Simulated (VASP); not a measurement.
# Settings for BiCl₃: relaxation of the atoms

BiCl₃, molecule in box, 4 atoms in the cell. PBE, relaxation of the atoms; PAW potentials Cl, Bi_d (PBE set). VASP 6.6.1.

Wanted: energy within 1 meV/atom; two shortest distances of each atom within 0.01 Å.

POSCAR:
```
BiCl3
1.0
   11.0000000000      0.0000000000      0.0000000000
    0.0000000000     13.0000000000      0.0000000000
    0.0000000000      0.0000000000     13.0000000000
Cl Bi
3 1
Direct
    0.5894800000      0.5567540000      0.6247850000
    0.5018780000      0.3665540000      0.4288340000
    0.4533760000      0.6383720000      0.3796520000
    0.4206930000      0.5090500000      0.5138910000
```

The series start from Force threshold EDIFFG (eV/Å): -0.02; Electronic threshold EDIFF (eV): 1e-6; Relaxation method: conjugate gradient, POTIM 0.5; Mixing and least electronic steps: default. Each series keeps the choices made before it, and each single choice may use up half of a tolerance.

## Force threshold EDIFFG (eV/Å)

| Force threshold EDIFFG (eV/Å) | Energy less reference (meV/atom) | Two shortest distances of each atom, largest deviation (Å) | Time (s) |
|---|---|---|---|
| -0.1 | 0.6 | 0.050 | 11 |
| -0.05 | 0.1 | 0.013 | 22 |
| -0.03 | 0.1 | 0.013 | 23 |
| -0.02 | 0.0 | 0.006 | 22 |
| -0.01 | 0.0 | 0.003 | 26 |
| -0.005 | 0.0 | 0.000 | 30 |
| -0.002 (reference) | 0.0 | 0.000 | 36 |

Chosen: -0.01, the loosest value from which every tighter one stays within half of the tolerance.

## Electronic threshold EDIFF (eV)

| Electronic threshold EDIFF (eV) | Energy less reference (meV/atom) | Two shortest distances of each atom, largest deviation (Å) | Time (s) |
|---|---|---|---|
| 0.001 | 0.1 | 0.021 | 35 |
| 0.0001 | 0.0 | 0.006 | 19 |
| 1e-5 | 0.0 | 0.005 | 18 |
| 1e-6 | 0.0 | 0.003 | 26 |
| 1e-7 (reference) | 0.0 | 0.000 | 38 |

Chosen: 1e-5.

## Relaxation method

| Relaxation method | Energy less reference (meV/atom) | Two shortest distances of each atom, largest deviation (Å) | Time (s) |
|---|---|---|---|
| conjugate gradient, POTIM 0.5 | 0.0 | 0.000 | 18 |
| conjugate gradient, POTIM 0.2 | 0.0 | 0.000 | 20 |
| conjugate gradient, POTIM 1.0 | 0.0 | 0.002 | 20 |
| quasi-Newton, POTIM 0.5 | 0.0 | 0.003 | 14 |
| quasi-Newton, POTIM 0.3, 10 steps kept | 0.0 | 0.002 | 21 |
| quasi-Newton, POTIM 0.5, at least 5 electronic steps | 0.0 | 0.002 | 15 |
| damped dynamics, POTIM 0.2, SMASS 0.4 | 0.0 | 0.004 | 30 |
| damped dynamics, POTIM 0.4, SMASS 0.8 | 0.0 | 0.001 | 18 |
| velocity quench, POTIM 0.1 | 0.0 | 0.004 | 23 |

Chosen: quasi-Newton, POTIM 0.5; it saves 3.6 s of 18, so conjugate gradient, POTIM 0.5 would do nearly as well.

## Mixing and least electronic steps

| Mixing and least electronic steps | Energy less reference (meV/atom) | Two shortest distances of each atom, largest deviation (Å) | SCF iterations | Time (s) |
|---|---|---|---|---|
| default | 0.0 | 0.000 | 78 | 14 |
| MAXMIX 40 | 0.0 | 0.000 | 64 | 11 |
| NELMIN 4 | 0.0 | 0.004 | 76 | 13 |
| NELMIN 4, MAXMIX 40 | 0.0 | 0.000 | 64 | 11 |
| ALGO Fast | 0.0 | 0.002 | 82 | 15 |

Chosen: MAXMIX 40; it saves 2.7 s of 14, so default would do nearly as well.

## All choices together

| Input | Energy less reference (meV/atom) | Two shortest distances of each atom, largest deviation (Å) | Time (s) |
|---|---|---|---|
| program defaults (naive) | 0.7 | 0.050 | 7.8 |
| chosen settings | 0.0 | 0.007 | 11 |
| reference settings throughout | 0.0 | 0.000 | 43 |

The tolerance is met.

Values of the reference run: Two shortest distances of each atom: 2.456, 2.456, 2.456, 2.456, 2.458, 3.73, 3.73, 3.732 A.

## The input

INCAR:
```
ALGO = Normal
EDIFF = 1E-5
EDIFFG = -0.01
ENCUT = 300
IBRION = 1
ISIF = 2
ISMEAR = 0
ISYM = 0
KPAR = 1
LASPH = True
LCHARG = False
LREAL = False
LWAVE = False
MAXMIX = 40
NELM = 100
NSW = 150
POTIM = 0.5
PREC = Normal
SIGMA = 0.01
```

KPOINTS:
```
k-points
0
Gamma
  1 1 1
```

Commands:
```
cat potpaw_PBE.64/Cl/POTCAR potpaw_PBE.64/Bi_d/POTCAR > POTCAR
mpirun -np 4 vasp_gam > vasp.out
```

The chosen input took VASP 6.6.1 11 s on 4 cores (AMD EPYC 9R45 (Zen 5)), a shared host.

## An input that fails: ionic step far too long

What the run shows: internal error in: us.F  at line: 1398 internal ERROR SETYLM_AUG: 41 -42 2 6 40 1 -43 If you are not a developer, you should not encounter this problem. Please submit a bug report.

Changes against the starting input:
```
- NELM = 100
- IBRION = 2
- NSW = 150
- POTIM = 0.5
+ NELM = 60
+ IBRION = 3
+ NSW = 30
+ POTIM = 5.0
+ SMASS = 0.4
```
